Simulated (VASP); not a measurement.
Here is the system:

```
ZrB2
1.0
    1.57737    -2.73208     0.00000
    1.57737     2.73208     0.00000
    0.00000     0.00000     3.51197
Zr B
1 2
Direct
  0.00000   0.00000   0.00000
  0.33333   0.66667   0.50000
  0.66667   0.33333   0.50000
```

Calculation: PBEsol GGA, VASP's PBE PAW potentials (set 64) (plane waves; VASP 6.6.1). Settings: 520 eV cut-off, 10×10×8 Γ-centred mesh, first-order Methfessel-Paxton smearing of 0.10 eV, potentials Zr_sv B.

Task: Predict the energy per atom (σ→0), band gap (on the k-mesh) with the smallest direct gap where there is one.

Result: 
```
Quantity                                                     Value
------------------------  ----------------------------------------
band gap (on the k-mesh)  none (metal, semimetal or under 0.01 eV)
energy per atom (σ→0)                           -849.0 kJ/mol-atom
```

The absolute energy has meaning only against runs of the same code, potentials and settings.

The compound is ZrB2 in the AlB2 type structure. It was relaxed first. The start is the result of an earlier pass.
